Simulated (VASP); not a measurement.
Input for VASP

**POSCAR**
```
GeSe
1
    0.0000000000     2.9710760000     2.9710760000
    2.9710760000     0.0000000000     2.9710760000
    2.9710760000     2.9710760000     0.0000000000
Se Ge
1 1
Direct
  0.2500000000   0.2500000000   0.2500000000
  0.0000000000   0.0000000000   0.0000000000
```

**INCAR**
```
GGA = PE
LNONCOLLINEAR = .TRUE.
EDIFF = 1E-6   ! SCF stop (eV)
ISIF = 2   ! forces and stress, cell fixed
LCHARG = .FALSE.
NELM = 100   ! most electronic steps
MAGMOM = 6*0.0
SYSTEM = GeSe
GGA_COMPAT = .FALSE.
LREAL = .FALSE.   ! projection in real space or not
ENCUT = 300   ! plane-wave cut-off (eV)
LASPH = .TRUE.
LWAVE = .FALSE.
LMAXMIX = 4
SIGMA = 0.05
ISMEAR = -1
LSORBIT = .TRUE.
ALGO = Normal   ! blocked Davidson
LORBIT = 11
PREC = Accurate
```

### KPOINTS
```
Automatic mesh
0
Gamma
5 5 5
0 0 0
```

POTCAR, in this order: Se Ge_d (PBE.64 set). Program: vasp_ncl.

Translate this PBE+SOC calculation to Ansatz.

One equivalent input (not run):
Ansatz 0.2 input:
```yaml
crystal:
  lattice:
    - [0.0000000, 2.9710760, 2.9710760]
    - [2.9710760, 0.0000000, 2.9710760]
    - [2.9710760, 2.9710760, 0.0000000]
  atoms:
    - { symbol: Se, position: [0.2500000, 0.2500000, 0.2500000] }
    - { symbol: Ge, position: [0.0000000, 0.0000000, 0.0000000] }
kpoints:
  mp_grid: { grid: [5, 5, 5] }
hamiltonian:
  xc: pbe
  pseudopotentials: { kind: paw }
magnetization: { noncollinear: true, spin_orbit: true }
scf:
  occupations: { method: fermi_dirac, width: 0.05 }
  max_iter: 100
output: { forces: true, stress: true, eigenvalues: true }
```
What does not carry over: each code has its own PAW files, so the cut-off isn't converted (ENCUT is set for VASP's; basis.ecutwfc is left out, and Ansatz then takes the one that its files recommend); Ansatz stops its SCF on the density residual and VASP on the energy change (EDIFF).

The structure was generated: GeSe was put into an ordered model structure, which need not be its known phase. The cell was not relaxed at this level. The k-mesh is coarse (spacing up to 0.37 per Å, 2π included), so the numbers may not be converged in it. The run is one of a series of settings (GGA_COMPAT = .FALSE., LNONCOLLINEAR = .TRUE., LSORBIT = .TRUE., MAGMOM = 0.0 0.0 0.0 0.0 0.0 0.0, program vasp_ncl against the base run), some of them coarse on purpose.
